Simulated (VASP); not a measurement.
The system is OsO.

```
Os O
1.0
     3.32112    0.00000    0.00000
    -1.66056    2.87617    0.00000
     0.00000    0.00000    4.65903
Os O
1 1
Direct
  0.00000 0.00000 0.50000
  0.00000 0.00000 0.00000
```

The cell was built by a generator and needn't be a form met in nature.

* Program: VASP 6.6.1
* Task: relaxation of cell and atoms
* Functional: PBE
* Potentials or basis: VASP PAW PBE potentials, release 64 (Os, O)
* Cutoff: 600 eV
* k mesh: 9 × 9 × 6
* Occupations: gaussian, width 0.05 eV
* Spin: no spin polarisation

At the start: pressure -40.1 GPa; volume 22.25 Å³/atom.

Question: How do energy, volume and symmetry change on relaxing?

Answer: Over 11 steps the energy falls by 2538.7 meV/atom and the volume is 12.48 Å³/atom (-43.9 %); space group P6/mmm (No. 191, to 0.05 Å).

The path:
| step | energy change (eV) | largest force (eV/Å) | pressure (GPa) | volume (Å³) |
| --- | --- | --- | --- | --- |
| 1 | 0.0000 | 0.0000 | -40.15 | 44.50 |
| 2 | 79.9813 | 0.0000 | 1558.43 | 15.71 |
| 3 | -0.6909 | 0.0000 | -41.86 | 42.62 |
| 4 | -1.3632 | 0.0000 | -43.05 | 40.87 |
| 5 | -2.9258 | 0.0000 | 58.53 | 26.92 |
| 6 | -3.6563 | 0.0000 | -37.57 | 34.76 |
| 7 | -4.4042 | 0.0000 | -11.63 | 30.72 |
| 8 | -5.0697 | 0.0000 | 4.87 | 24.43 |
| 9 | -5.0761 | 0.0000 | 1.98 | 24.84 |
| 10 | -5.0546 | 0.0000 | -7.89 | 25.44 |
| 11 | -5.0774 | 0.0000 | -0.06 | 24.96 |

Final structure:
```
Os O
1.0
     2.79122    0.00000    0.00000
    -1.39561    2.41727    0.00000
     0.00000    0.00000    3.69877
Os O
1 1
Direct
  0.00000 0.00000 0.50000
  0.00000 0.00000 0.00000
```

Caveat: the volume moved by over 15 % at a fixed basis, so the end points are rough.
